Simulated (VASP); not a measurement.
# LaLuN2 (P-6m2) in VASP: notebook

Runs on LaLuN2. Level: PBE. Tasks: relaxation of cell and atoms.

All numbers are computed with VASP 6.6.1; they aren't measurements. Logs are shortened: lines on timing, memory, paths and dates and some standing lists are left out, and cuts for length are marked.

## Step 1: The crystal as given

The structure is hexagonal, space group P-6m2 (No. 187). The conventional cell has a = 4.797 Å, b = 4.797 Å, c = 5.237 Å, α = 90.00°, β = 90.00°, γ = 120.00°. La (site symmetry -6m2) has 3 Lu at 2.77 Å as nearest neighbours. Lu (site symmetry -6m2) is surrounded by 2 N at 2.17 Å. N (site symmetry 3m) is surrounded by 1 N at 0.89 Å.

The cell was built by a generator and needn't be a form met in nature.

## Step 2: Relaxation of cell and atoms, PBE

INCAR reads:

```
SYSTEM = LaLuN2
ALGO = Normal
EDIFF = 1E-6
EDIFFG = -0.01
ENCUT = 520
GGA = PE
IBRION = 2
ISIF = 3
ISMEAR = 0
KPAR = 4
LASPH = .TRUE.
LCHARG = .FALSE.
LREAL = .FALSE.
LWAVE = .FALSE.
NELM = 120
NSW = 90
PREC = Accurate
SIGMA = 0.1
```

KPOINTS reads:

```
k-points
0
G
  8 8 6
  0 0 0
```

POSCAR reads:

```
LaLuN2
1.0
    4.7974177800      0.0000000000      0.0000000000
   -2.3987088900      4.1546856700      0.0000000000
    0.0000000000      0.0000000000      5.2370000000
La Lu N
1 1 2
Direct
    0.0000000000      0.0000000000      0.0000000000
    0.6666666700      0.3333333300      0.0000000000
    0.6666666700      0.3333333300      0.5854496800
    0.6666666700      0.3333333300      0.4145503200
```

Potentials or basis: VASP PAW PBE potentials, release 64 (La, Lu, N).

Command:

```bash
$ cat potpaw_PBE.64/La/POTCAR potpaw_PBE.64/Lu/POTCAR potpaw_PBE.64/N/POTCAR > POTCAR
$ mpirun -np 4 vasp_std > vasp.out
```

OUTCAR:

```text
SYSTEM = LaLuN2
   EDIFF = 1E-6
   EDIFFG = -0.01
   ENCUT = 520
   GGA = PE
   IBRION = 2
   ISIF = 3
   ISMEAR = 0
   LASPH = .TRUE.
   LREAL = .FALSE.
   NELM = 120
   NSW = 90
   PREC = Accurate

 ion  position               nearest neighbor table
   1  0.000  0.000  0.000-   2 2.77   2 2.77   2 2.77
   2  0.667  0.333  0.000-   3 2.17   4 2.17   1 2.77   1 2.77   1 2.77
   3  0.667  0.333  0.585-   4 0.89   2 2.17
   4  0.667  0.333  0.415-   3 0.89   2 2.17

  LATTYP: Found a hexagonal cell.
 ALAT       =     4.7974177800
 C/A-ratio  =     1.0916289221

  Lattice vectors:

 A1 = (   4.7974177800,   0.0000000000,   0.0000000000)
 A2 = (  -2.3987088900,   4.1546856700,   0.0000000000)
 A3 = (   0.0000000000,   0.0000000000,   5.2370000000)

Analysis of symmetry for initial positions (statically):
=====================================================================
 Subroutine PRICEL returns:
 Original cell was already a primitive cell.

 Routine SETGRP: Setting up the symmetry group for a
 hexagonal supercell.

 Subroutine GETGRP returns: Found 12 space group operations
 (whereof 12 operations were pure point group operations)
 out of a pool of 24 trial point group operations.

The static configuration has the point symmetry D_3h.

Analysis of symmetry for dynamics (positions and initial velocities):
=====================================================================
 Subroutine PRICEL returns:
 Original cell was already a primitive cell.

 Routine SETGRP: Setting up the symmetry group for a
 hexagonal supercell.

 Subroutine GETGRP returns: Found 12 space group operations
 (whereof 12 operations were pure point group operations)
 out of a pool of 24 trial point group operations.

The dynamic configuration has the point symmetry D_3h.

 Subroutine INISYM returns: Found 12 space group operations
 (whereof 12 operations are pure point group operations),
 and found     1 'primitive' translations

----------------------------------------------------------------------------------------

                                     Primitive cell

  volume of cell :     104.3826

  direct lattice vectors                    reciprocal lattice vectors
     4.797417780  0.000000000  0.000000000     0.208445469  0.120346048  0.000000000
    -2.398708890  4.154685670  0.000000000     0.000000000  0.240692095  0.000000000
     0.000000000  0.000000000  5.237000000     0.000000000  0.000000000  0.190949017

  length of vectors
     4.797417780  4.797417780  5.237000000     0.240692095  0.240692095  0.190949017

  position of ions in fractional coordinates (direct lattice)
     0.000000000  0.000000000  0.000000000
     0.666666670  0.333333330  0.000000000
     0.666666670  0.333333330  0.585449680
     0.666666670  0.333333330  0.414550320

  ion indices of the primitive-cell ions
   primitive index   ion index
                 1           1
                 2           2
                 3           3
                 4           4

----------------------------------------------------------------------------------------

 KPOINTS: k-points

Automatic generation of k-mesh.
 Grid dimensions read from file:
 generate k-points for:    8    8    6

 Generating k-lattice:

  Cartesian coordinates                     Fractional coordinates (reciprocal lattice)
     0.026055684  0.015043256  0.000000000     0.125000000  0.000000000  0.000000000
     0.000000000  0.030086512  0.000000000     0.000000000  0.125000000  0.000000000
     0.000000000  0.000000000  0.031824836     0.000000000  0.000000000  0.166666667

  Length of vectors
     0.030086512  0.030086512  0.031824836

  Shift w.r.t. Gamma in fractional coordinates (k-lattice)
     0.000000000  0.000000000  0.000000000

 Subroutine IBZKPT returns following result:
 ===========================================

 Found     40 irreducible k-points:

 Following reciprocal coordinates:
            Coordinates               Weight
  0.000000  0.000000  0.000000      1.000000
  0.125000  0.000000  0.000000      6.000000
  0.250000  0.000000  0.000000      6.000000
  0.375000  0.000000  0.000000      6.000000
  0.500000  0.000000  0.000000      3.000000
  0.125000  0.125000  0.000000      6.000000
[... 16 lines left out ...]
  0.250000  0.000000  0.333333     12.000000
  0.375000  0.000000  0.333333     12.000000
 [... further k-points ...]
   k-points           NKPTS =     40   k-points in BZ     NKDIM =     40   number of bands    NBANDS=     27
   number of dos      NEDOS =    301   number of ions     NIONS =      4
   total plane-waves  NPLWV =  51840
   dimension x,y,z NGX =    36 NGY =   36 NGZ =   40
   dimension x,y,z NGXF=    72 NGYF=   72 NGZF=   80
   ions per type =               1   1   2
   NGX,Y,Z   is equivalent  to a cutoff of  12.48, 12.48, 12.70 a.u.
   NGXF,Y,Z  is equivalent  to a cutoff of  24.95, 24.95, 25.40 a.u.
 SYSTEM =  LaLuN2
   PREC   = accura    normal or accurate (medium, high low for compatibility)
   ISTART =      0    job   : 0-new  1-cont  2-samecut
   ICHARG =      2    charge: 1-file 2-atom 10-const
   ISPIN  =      1    spin polarized calculation?
   LNONCOLLINEAR =      F non collinear calculations
   LSORBIT =      F    spin-orbit coupling
   LASPH  =      T    aspherical Exc in radial PAW
   ENCUT  =  520.0 eV  38.22 Ry    6.18 a.u.   8.92  8.92  9.74*2*pi/ulx,y,z
   NELM   =    120;   NELMIN=  2; NELMDL= -5     # of ELM steps
   EDIFF  = 0.1E-05   stopping-criterion for ELM
   LREAL  =      F    real-space projection
   EDIFFG = -.1E-01   stopping-criterion for IOM
   NSW    =     90    number of steps for IOM
   IBRION =      2    ionic relax: 0-MD 1-quasi-New 2-CG
   NFREE  =      1    steps in history (QN), initial steepest desc. (CG)
   ISIF   =      3    stress and relaxation
   ISYM   =      2    0-nonsym 1-usesym 2-fastsym
   POTIM  = 0.5000    time-step for ionic-motion
   TEBEG  =    0.0;   TEEND  =   0.0 temperature during run
   PSTRESS=    0.0 pullay stress
   NELECT =      46.0000    total number of electrons
   NUPDOWN=      -1.0000    fix difference up-down
   EMIN   =  10.00;   EMAX   =-10.00  energy-range for DOS
   EFERMI =   0.00;   METHOD = LEGACY
   ISMEAR =     0;   SIGMA  =   0.10  broadening in eV -4-tet -1-fermi 0-gaus
   EFERMI_NEDOS =   21; number of points for ismear=-14 and -15
   IALGO  =     38    algorithm
   IMIX   =      4    mixing-type and parameters
     AMIX     =   0.40;   BMIX     =  1.00
     AMIX_MAG =   1.60;   BMIX_MAG =  1.00
  volume/ion in A,a.u.               =      26.10       176.10
  Fermi-wavevector in a.u.,A,eV,Ry     =   1.245809  2.354237 21.116776  1.552039
  Thomas-Fermi vector in A             =   2.380014
   LORBIT       =      0    0 simple, 1 ext, 2 COOP (PROOUT), +10 PAW based schemes
   GGA     = PE    functional components
   LHFCALC =     F    Hartree Fock is set to
   AEXX    =    0.0000 exact exchange contribution
   IVDW    =     0    specifies the selected vdW correction
   LEPSILON=     F    determine dielectric tensor
   LRPA    =     F    only Hartree local field effects (RPA)
 conjugate gradient relaxation of ions
 non-spin polarized calculation
 Gauss-broadening in eV      SIGMA  =   0.10
  energy-cutoff  :      520.00
  volume of cell :      104.38
 maximum number of plane-waves:      2857
 NGX is ok and might be reduce to    36
   NGX = 17   NGY = 17   NGZ = 19

--------------------------------------- Ionic step        1  -------------------------------------------

 number of electron      46.0000001 magnetization

 Free energy of the ion-electron system (eV)
  ---------------------------------------------------
  ext. energy  EPLUGINS =         0.00000000
  ---------------------------------------------------
  free energy    TOTEN  =       -14.50525084 eV

  energy without entropy =      -14.47872407  energy(sigma->0) =      -14.49198745

------------------------ aborting loop because EDIFF is reached ----------------------------------------

  FORCE on cell =-STRESS in cart. coord.  units (eV):
  Direction    XX          YY          ZZ          XY          YZ          ZX
  --------------------------------------------------------------------------------------
  -------------------------------------------------------------------------------------
  Total        2.8538669      2.8538669     78.7218773     -0.0000000      0.0000000      0.0000000
  in kB       43.8042262     43.8042262   1208.3082432     -0.0000000      0.0000000      0.0000000
  external PRESSURE =     431.9722319 kB  Pullay stress =       0.0000000 kB
[... 95 lines left out ...]
  FREE ENERGIE OF THE ION-ELECTRON SYSTEM (eV)
  ---------------------------------------------------
  free  energy   TOTEN  =        -6.9637049261 eV

  energy  without entropy=       -6.8766660654  energy(sigma->0) =       -6.92018550

 E-fermi :  -0.4707     XC(G=0):  -6.4152

 val. band max:       -0.6173216068   @ k =   0.5000   0.0000   0.5000
 cond. band min:      -0.3277219357   @ k =   0.2500   0.2500   0.0000
 fundamental gap:      0.2895996710
 Fermi energy:        -0.4706735631

 k-point     1 :       0.0000    0.0000    0.0000
  band No.  band energies     occupation
      1     -55.3724      2.00000
      2     -34.2606      2.00000
      3     -27.1946      2.00000
      4     -26.1502      2.00000
      5     -26.1502      2.00000
      6     -17.9436      2.00000
[... 709 lines left out ...]
     26       0.4998      0.00000
     27       0.5318      0.00000

 [... further k-points ...]

[... ionic steps 4 to 69 ...]

--------------------------------------- Ionic step       70  -------------------------------------------

 number of electron      45.9999998 magnetization

------------------------ aborting loop because EDIFF is reached ----------------------------------------
[... 71 lines left out ...]
--------------------------------------- Ionic step       72  -------------------------------------------

 number of electron      45.9999999 magnetization

 Free energy of the ion-electron system (eV)
  ---------------------------------------------------
  ext. energy  EPLUGINS =         0.00000000
  ---------------------------------------------------
  free energy    TOTEN  =       -23.45691025 eV

  energy without entropy =      -23.43229600  energy(sigma->0) =      -23.44460312

 E-fermi :   2.0268     XC(G=0):  -7.4190

 val. band max:        2.0267675793   @ k =   0.0000   0.0000   0.3333
 cond. band min:       2.0290959983   @ k =   0.2500   0.0000   0.3333
 fundamental gap:      0.0023284190
 Fermi energy:         2.0267933221

 k-point     1 :       0.0000    0.0000    0.0000
  band No.  band energies     occupation
      1     -53.5766      2.00000
      2     -31.5209      2.00000
      3     -24.4585      2.00000
      4     -24.4585      2.00000
      5     -24.2630      2.00000
      6     -19.5876      2.00000
[... 709 lines left out ...]
     26       3.0629      0.00000
     27       3.2375      0.00000

 [... further k-points ...]

------------------------ aborting loop because EDIFF is reached ----------------------------------------

  FORCE on cell =-STRESS in cart. coord.  units (eV):
  Direction    XX          YY          ZZ          XY          YZ          ZX
  --------------------------------------------------------------------------------------
  -------------------------------------------------------------------------------------
  Total        0.0172743      0.0172743     -0.0144033      0.0000000      0.0000000      0.0000000
  in kB        0.2025659      0.2025659     -0.1688999      0.0000000      0.0000000      0.0000000
  external PRESSURE =       0.0787440 kB  Pullay stress =       0.0000000 kB
[... 19 lines left out ...]
  FREE ENERGIE OF THE ION-ELECTRON SYSTEM (eV)
  ---------------------------------------------------
  free  energy   TOTEN  =       -23.4569102487 eV

  energy  without entropy=      -23.4322959964  energy(sigma->0) =      -23.44460312

 reached required accuracy - stopping structural energy minimisation
```

It took 21 min on 4 MPI ranks of Intel Xeon 6975P-C (Granite Rapids), shared host; peak memory 0.35 GiB.

What came out:

```
Free energy                            : -23.4569 eV
Relaxed volume                         : 34.16 Å³/atom
Relaxed cell                           : a = 5.341 Å, b = 5.341 Å, c = 5.530 Å, α = 90.00°, β = 90.00°, γ = 120.00°
Space group after relaxing (to 0.05 Å) : P-6m2 (No. 187)
Energy gained by relaxing              : 2237.9 meV/atom
Ionic steps                            : 72
Pressure after relaxing                : 0.0 GPa
Largest force after relaxing           : 0.004 eV/Å
Band gap on the k mesh                 : none (metal or under the smearing width)
```

Forces in eV/Å, atoms in the order of the input:
```
La   0.000  0.000  0.000
Lu   0.000  0.000  0.000
N    0.000  0.000  0.004
N    0.000  0.000 -0.004
```

Step by step:
| step | energy change (eV) | largest force (eV/Å) | pressure (GPa) | volume (Å³) |
| --- | --- | --- | --- | --- |
| 1 | 0.0000 | 80.0402 | 43.20 | 104.38 |
| 3 | 7.5415 | 1.7932 | -9.01 | 209.22 |
| 5 | 572.0787 | 1660.8536 | 803.36 | 151.63 |
| 7 | 3.9469 | 3.3029 | -8.84 | 191.22 |
| 9 | -1.1653 | 2.8823 | -5.89 | 178.98 |
| 11 | -2.0860 | 0.6782 | -0.71 | 173.36 |
| 13 | -2.2396 | 2.7571 | 1.62 | 169.56 |
| 15 | -2.6762 | 2.7717 | 1.19 | 169.40 |
| 17 | -2.9916 | 4.5528 | 3.15 | 160.61 |
| 19 | 11.4557 | 45.5210 | 39.41 | 160.22 |
| 21 | 19.2391 | 54.5887 | 62.55 | 136.48 |
| 23 | 26.8464 | 46.5841 | 79.62 | 127.96 |
| 25 | 16.4536 | 10.0789 | 55.46 | 133.73 |
| 27 | 8.0127 | 117.6594 | 39.61 | 159.22 |
| 29 | -1.8307 | 36.4010 | 22.91 | 158.41 |
| 31 | -7.3918 | 5.7246 | -6.54 | 188.50 |
| 33 | -7.8089 | 3.4610 | -2.63 | 179.44 |
| 35 | -7.8529 | 3.5428 | -3.10 | 179.99 |
| 37 | -8.1330 | 2.1827 | -4.24 | 179.98 |
| 39 | -8.3587 | 0.6130 | -4.13 | 175.69 |
| 41 | -8.5357 | 3.2517 | -2.18 | 165.97 |
| 43 | -8.9171 | 0.7297 | -0.98 | 143.12 |
| 45 | -8.9213 | 1.1371 | -0.42 | 140.42 |
| 47 | -8.9345 | 0.5256 | -0.04 | 139.08 |
| 49 | -8.9473 | 0.0023 | 0.41 | 136.31 |
| 51 | -8.9506 | 0.1822 | 0.21 | 135.57 |
| 53 | -8.9510 | 0.0169 | 0.23 | 135.71 |
| 55 | -8.9513 | 0.0704 | 0.20 | 135.95 |
| 57 | -8.9514 | 0.0677 | 0.07 | 136.24 |
| 59 | -8.9514 | 0.0691 | 0.08 | 136.18 |
| 61 | -8.9515 | 0.0113 | 0.01 | 136.22 |
| 63 | -8.9515 | 0.0474 | 0.02 | 136.28 |
| 65 | -8.9516 | 0.0569 | 0.06 | 136.52 |
| 67 | -8.9516 | 0.0090 | 0.06 | 136.50 |
| 69 | -8.9516 | 0.0054 | 0.04 | 136.57 |
| 71 | -8.9517 | 0.0132 | -0.02 | 136.69 |
| 72 | -8.9517 | 0.0038 | 0.01 | 136.63 |

Final structure:
```
La Lu N
1.0
     5.34149    0.00000    0.00000
    -2.67074    4.62587    0.00000
     0.00000    0.00000    5.52953
La Lu N
1 1 2
Direct
  0.00000 0.00000 0.00000
  0.66667 0.33333 0.00000
  0.66667 0.33333 0.39092
  0.66667 0.33333 0.60908
```

Levels at points of the mesh, in eV from the Fermi level:
```
           k point  band 19  band 20  band 21  band 22  band 23  band 24  band 25  band 26  band 27
(0.00, 0.00, 0.00)    -4.37    -4.32    -1.96    -0.63    -0.63     0.50     0.98     0.98     1.23
(0.50, 0.00, 0.00)    -4.36    -4.33    -0.84    -0.75    -0.62     0.09     0.41     0.85     1.12
(0.00, 0.00, 0.50)    -4.46    -4.10    -1.90     0.25     0.25     0.98     0.98     1.23     1.24
(0.50, 0.00, 0.50)    -4.45    -4.11    -0.84     0.13     0.37     0.42     0.77     0.82     0.85
```

Caveat: the standard files for N, O and F lose accuracy on very short bonds; the volume moved by over 15 % at a fixed basis, so the end points are rough.

(Continued in part 2 of 2.)
